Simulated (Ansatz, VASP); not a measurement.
# Cross-check of LiMgF3 between VASP and Ansatz, part 3 of 3

One calculation is typed for both programs; each brings its own data sets. How far apart do they land? The cell is generated by rule, not measured, and may not be a known phase. The cell is taken from a series of runs on this material, whose earlier steps may have relaxed, scaled, displaced or heated it; both programs get it as it stands.

VASP 6.6.1 and Ansatz 0.2.0.

So far: Set-up; Ansatz: zone-centre phonons, PBEsol; VASP: zone-centre phonons, PBEsol.

## Step 3: VASP: zone-centre phonons, PBEsol (continued)

Level of this step: PBEsol; plane waves and PAW (Li_sv, Mg, F); invented cell (VASP).

Numbers of over 12 decimals in the logs are rounded to 6 here.

OUTCAR, selected parts (step 3):

```text
ion  position               nearest neighbor table
   1  0.000  0.000  0.000-
   2  0.500  0.500  0.500-   3 1.94   4 1.94   5 1.94   3 1.94   4 1.94   5 1.94
   3  0.500  0.500  0.000-   2 1.94   2 1.94
   4  0.500  0.000  0.500-   2 1.94   2 1.94
   5  0.000  0.500  0.500-   2 1.94   2 1.94

  LATTYP: Found a simple cubic cell.
 ALAT       =     3.8727366541

 Subroutine GETGRP returns: Found 48 space group operations
 (whereof 48 operations were pure point group operations)

The static configuration has the point symmetry O_h .

 Found     35 irreducible k-points:

   k-points           NKPTS =     35   k-points in BZ     NKDIM =     35   number of bands    NBANDS=     19

   dimension x,y,z NGX =    36 NGY =   36 NGZ =   36
   dimension x,y,z NGXF=    72 NGYF=   72 NGZF=   72

   ENCUT  =  750.0 eV  55.12 Ry    7.42 a.u.   8.65  8.65  8.65*2*pi/ulx,y,z

   NELECT =      26.0000    total number of electrons

 k-points in reciprocal lattice and weights: Automatic mesh
   0.00000000  0.00000000  0.00000000       0.002
   0.12500000  0.00000000  0.00000000       0.012
   0.25000000  0.00000000  0.00000000       0.012
   0.37500000  0.00000000  0.00000000       0.012
   0.50000000  0.00000000  0.00000000       0.006
   0.12500000  0.12500000  0.00000000       0.023
   0.25000000  0.12500000  0.00000000       0.047
   0.37500000  0.12500000  0.00000000       0.047
   0.50000000  0.12500000  0.00000000       0.023
[...]
0.50000000  0.50000000  0.37500000       0.012
   0.50000000  0.50000000  0.50000000       0.002

 average (electrostatic) potential at core
       1 -64.1575       2 -37.4835       3 -77.5516       4 -77.5516       5 -77.5516

  Total       -0.2220385     -0.2220385     -0.2220385      0.0000000      0.0000000     -0.0000000
  in kB       -6.1247009     -6.1247009     -6.1247009      0.0000000      0.0000000     -0.0000000
  external PRESSURE =      -6.1247009 kB  Pullay stress =       0.0000000 kB

  energy-cutoff  :      750.00
  volume of cell :       58.08
      direct lattice vectors                 reciprocal lattice vectors
     3.872736654  0.000000000  0.000000000     0.258215337  0.000000000  0.000000000
[...]
2     0.00000    -1.25484     0.00000
    3     0.00000     0.00000    -0.91277
 ion    5
    1    -1.25484    -0.00000    -0.00000
    2     0.00000    -0.91277     0.00000
    3    -0.00000    -0.00000    -0.91277

 Eigenvectors and eigenvalues of the dynamical matrix
 ----------------------------------------------------

   1 f  =   17.249636 THz   108.382658 2PiTHz  575.385912 cm-1    71.338729 meV
             X         Y         Z           dx          dy          dz
      0.000000  0.000000  0.000000     0.002965   -0.000060    0.002965
      1.936368  1.936368  1.936368     0.405364   -0.008168    0.405446
      1.936368  1.936368  0.000000     0.056740   -0.001143   -0.573727
      1.936368  0.000000  1.936368     0.056740    0.011558    0.056752
      0.000000  1.936368  1.936368    -0.573611   -0.001143    0.056752

   2 f  =   17.249636 THz   108.382658 2PiTHz  575.385912 cm-1    71.338729 meV
             X         Y         Z           dx          dy          dz
      0.000000  0.000000  0.000000     0.000084    0.004193   -0.000000
      1.936368  1.936368  1.936368     0.011551    0.573271   -0.000000
      1.936368  1.936368  0.000000     0.001617    0.080243   -0.000000
      1.936368  0.000000  1.936368     0.001617   -0.811209   -0.000000
      0.000000  1.936368  1.936368    -0.016345    0.080243    0.000000

   3 f  =   17.249636 THz   108.382658 2PiTHz  575.385912 cm-1    71.338729 meV
             X         Y         Z           dx          dy          dz
      0.000000  0.000000  0.000000     0.002965   -0.000060   -0.002965
      1.936368  1.936368  1.936368     0.405364   -0.008168   -0.405446
      1.936368  1.936368  0.000000     0.056740   -0.001143    0.573727
      1.936368  0.000000  1.936368     0.056740    0.011558   -0.056752
      0.000000  1.936368  1.936368    -0.573611   -0.001143   -0.056752

   4 f  =    8.892345 THz    55.872254 2PiTHz  296.616713 cm-1    36.775769 meV
             X         Y         Z           dx          dy          dz
      0.000000  0.000000  0.000000    -0.100263    0.014274    0.298107
      1.936368  1.936368  1.936368     0.199693   -0.028430   -0.593741
      1.936368  1.936368  0.000000    -0.139097    0.019803   -0.336230
      1.936368  0.000000  1.936368    -0.139097   -0.016100    0.413572
      0.000000  1.936368  1.936368     0.113084    0.019803    0.413572

   5 f  =    8.892345 THz    55.872254 2PiTHz  296.616713 cm-1    36.775769 meV
             X         Y         Z           dx          dy          dz
      0.000000  0.000000  0.000000     0.293220   -0.053899    0.101200
      1.936368  1.936368  1.936368    -0.584007    0.107350   -0.201560
      1.936368  1.936368  0.000000     0.406791   -0.074775   -0.114141
      1.936368  0.000000  1.936368     0.406791    0.060791    0.140397
      0.000000  1.936368  1.936368    -0.330717   -0.074775    0.140397

   6 f  =    8.892345 THz    55.872254 2PiTHz  296.616713 cm-1    36.775769 meV
             X         Y         Z           dx          dy          dz
      0.000000  0.000000  0.000000    -0.055622   -0.309864   -0.003870
      1.936368  1.936368  1.936368     0.110783    0.617156    0.007708
      1.936368  1.936368  0.000000    -0.077166   -0.429882    0.004365
      1.936368  0.000000  1.936368    -0.077166    0.349490   -0.005369
      0.000000  1.936368  1.936368     0.062735   -0.429882   -0.005369

   7 f  =    2.720392 THz    17.092730 2PiTHz   90.742525 cm-1    11.250634 meV
             X         Y         Z           dx          dy          dz
      0.000000  0.000000  0.000000    -0.000000   -0.000000    0.000000
      1.936368  1.936368  1.936368     0.000000   -0.000000    0.000000
      1.936368  1.936368  0.000000     0.026974    0.045600    0.000000
      1.936368  0.000000  1.936368    -0.026974   -0.000000    0.705119
      0.000000  1.936368  1.936368    -0.000000   -0.045600   -0.705119

   8 f  =    2.720392 THz    17.092730 2PiTHz   90.742525 cm-1    11.250634 meV
             X         Y         Z           dx          dy          dz
      0.000000  0.000000  0.000000     0.000000    0.000000    0.000000
      1.936368  1.936368  1.936368     0.000000    0.000000    0.000000
      1.936368  1.936368  0.000000     0.706583   -0.005249    0.000000
      1.936368  0.000000  1.936368    -0.706583    0.000000   -0.026691
      0.000000  1.936368  1.936368    -0.000000    0.005249    0.026691

   9 f  =    2.720392 THz    17.092730 2PiTHz   90.742525 cm-1    11.250634 meV
             X         Y         Z           dx          dy          dz
      0.000000  0.000000  0.000000    -0.000000   -0.000000   -0.000000
      1.936368  1.936368  1.936368    -0.000000    0.000000    0.000000
      1.936368  1.936368  0.000000     0.003513    0.705615    0.000000
      1.936368  0.000000  1.936368    -0.003513    0.000000   -0.045766
      0.000000  1.936368  1.936368    -0.000000   -0.705615    0.045766

  10 f  =    0.044302 THz     0.278358 2PiTHz    1.477755 cm-1     0.183218 meV
             X         Y         Z           dx          dy          dz
      0.000000  0.000000  0.000000     0.256580    0.125319   -0.034802
      1.936368  1.936368  1.936368     0.468293    0.228723   -0.063519
      1.936368  1.936368  0.000000     0.411862    0.201162   -0.056120
      1.936368  0.000000  1.936368     0.411862    0.202080   -0.055864
      0.000000  1.936368  1.936368     0.413743    0.201162   -0.055864

  11 f  =    0.044302 THz     0.278358 2PiTHz    1.477755 cm-1     0.183218 meV
             X         Y         Z           dx          dy          dz
      0.000000  0.000000  0.000000     0.125723   -0.258692   -0.004622
      1.936368  1.936368  1.936368     0.229462   -0.472147   -0.008436
      1.936368  1.936368  0.000000     0.201811   -0.415252   -0.007454
      1.936368  0.000000  1.936368     0.201811   -0.417149   -0.007420
      0.000000  1.936368  1.936368     0.202733   -0.415252   -0.007420

  12 f  =    0.044302 THz     0.278358 2PiTHz    1.477755 cm-1     0.183218 meV
             X         Y         Z           dx          dy          dz
      0.000000  0.000000  0.000000    -0.033311   -0.011087   -0.285511
      1.936368  1.936368  1.936368    -0.060797   -0.020236   -0.521096
      1.936368  1.936368  0.000000    -0.053471   -0.017798   -0.460396
      1.936368  0.000000  1.936368    -0.053471   -0.017879   -0.458303
      0.000000  1.936368  1.936368    -0.053715   -0.017798   -0.458303

  13 f/i=    6.717132 THz    42.204985 2PiTHz  224.059407 cm-1    27.779813 meV
             X         Y         Z           dx          dy          dz
      0.000000  0.000000  0.000000     0.021703    0.868506    0.251663
      1.936368  1.936368  1.936368     0.001167    0.046704    0.013533
      1.936368  1.936368  0.000000    -0.007181   -0.287358   -0.005609
      1.936368  0.000000  1.936368    -0.007181   -0.019355   -0.083267
      0.000000  1.936368  1.936368    -0.000484   -0.287358   -0.083267

  14 f/i=    6.717132 THz    42.204985 2PiTHz  224.059407 cm-1    27.779813 meV
             X         Y         Z           dx          dy          dz
      0.000000  0.000000  0.000000     0.017563    0.251284   -0.868710
      1.936368  1.936368  1.936368     0.000944    0.013513   -0.046714
      1.936368  1.936368  0.000000    -0.005811   -0.083141    0.019360
      1.936368  0.000000  1.936368    -0.005811   -0.005600    0.287425
      0.000000  1.936368  1.936368    -0.000391   -0.083141    0.287425

  15 f/i=    6.717132 THz    42.204985 2PiTHz  224.059407 cm-1    27.779813 meV
             X         Y         Z           dx          dy          dz
      0.000000  0.000000  0.000000     0.904063   -0.025731    0.010835
      1.936368  1.936368  1.936368     0.048616   -0.001384    0.000583
      1.936368  1.936368  0.000000    -0.299122    0.008513   -0.000241
      1.936368  0.000000  1.936368    -0.299122    0.000573   -0.003585
      0.000000  1.936368  1.936368    -0.020148    0.008513   -0.003585

 MACROSCOPIC STATIC DIELECTRIC TENSOR IONIC CONTRIBUTION
 ------------------------------------------------------
           1.093520    -0.000000     0.000000
           0.000000     1.093520     0.000000
           0.000000     0.000000     1.093520
 ------------------------------------------------------

 ELASTIC MODULI CONTR FROM IONIC RELAXATION (kBar)
 Direction    XX          YY          ZZ          XY          YZ          ZX
 --------------------------------------------------------------------------------
 XX           0.0000      0.0000      0.0000      0.0000      0.0000      0.0000
 YY           0.0000      0.0000      0.0000      0.0000      0.0000      0.0000
 ZZ           0.0000      0.0000      0.0000      0.0000      0.0000      0.0000
 XY           0.0000      0.0000      0.0000      0.0000      0.0000      0.0000
 YZ           0.0000      0.0000      0.0000      0.0000      0.0000      0.0000
 ZX           0.0000      0.0000      0.0000      0.0000      0.0000      0.0000
 --------------------------------------------------------------------------------

 PIEZOELECTRIC TENSOR IONIC CONTR  for field in x, y, z        (C/m^2)
          XX          YY          ZZ          XY          YZ          ZX
  --------------------------------------------------------------------------------
  x     0.00000     0.00000     0.00000     0.00000     0.00000     0.00000
  y     0.00000     0.00000     0.00000     0.00000     0.00000     0.00000
  z     0.00000     0.00000     0.00000     0.00000     0.00000     0.00000
```

The gap is read on the k-mesh alone, so it is an upper bound where the band edges lie off the mesh. Energies printed during the response cycles are not total energies of the cell. With imaginary modes the cell is no minimum, so the ionic parts of its dielectric, piezoelectric and elastic tensors have no meaning. The PAW data sets were made with PBE, which is usual practice but a small mismatch for other functionals.

## Step 4: Side by side

Known differences besides the potentials themselves: fixed occupations in Ansatz, narrow Gaussian smearing in VASP; the data sets hold 34 valence electrons in Ansatz (on its PAW soft_1 files) and 26 in VASP; the cutoff is 420 eV in Ansatz and 750 eV in VASP; Ansatz makes its cores anew for this functional, VASP keeps those of its PBE data sets. Total energies have different zeros and are not compared.

Both answers:

```tsv
quantity	Ansatz	VASP	difference
ε∞ xx	1.99	1.97	+1.13 %
ε∞ yy	1.99	1.97	+1.13 %
ε∞ zz	1.99	1.97	+1.13 %
Born charge of Li1 (mean of the diagonal) (e)	1.20	1.20	0.00
Born charge of Mg2 (mean of the diagonal) (e)	1.89	1.88	+0.01
Born charge of F3 (mean of the diagonal) (e)	-1.03	-1.03	0.00
optical mode 1 to 3 (imaginary, printed as negative) (cm⁻¹)	-228.2	-224.1	-4.1
optical mode 4 to 6 (cm⁻¹)	89.7	90.7	-1.13 %
optical mode 7 to 9 (cm⁻¹)	293.9	296.6	-0.93 %
optical mode 10 to 12 (cm⁻¹)	572.2	575.4	-0.56 %
```

Modes are paired by rising frequency, not by their patterns, so a pair may set unlike modes beside each other; they are those without the splitting of longitudinal modes.

## Step 5: Summary of results

```yaml
r_m_s_difference_of_the_optical_zone_centre_modes_each_program_s_sorted_by_frequency_zone_centre_phonons_pbesol: 3.0 cm⁻¹
difference_in_eps_infinity_xx_zone_centre_phonons_pbesol: +1.1 %
```

In words: The r.m.s. difference of the optical zone-centre modes, each program's sorted by frequency is 3.0 cm⁻¹ (zone-centre phonons, PBEsol). The data sets hold unlike numbers of valence electrons (34 in Ansatz and 26 in VASP), so part of the differences comes from the potentials. Among the rows given in per cent, the largest difference of the zone-centre phonons, PBEsol pair is in ε∞ xx, +1.1 %. How closely two codes agree says nothing of how well the functional describes the real material.

[Lines on the potential files, build, host, timing and source positions are cut from VASP's logs without a mark.]

[Logs are printed without paths, hosts, clocks, repeated set-up lines and the standing remarks that a program may print on its own settings, such as how far it seeks lower states.]

[Hosts, paths, dates, database ids (printed as entryN), source tags and the programs' standing remarks are cut or masked in the printed files.]
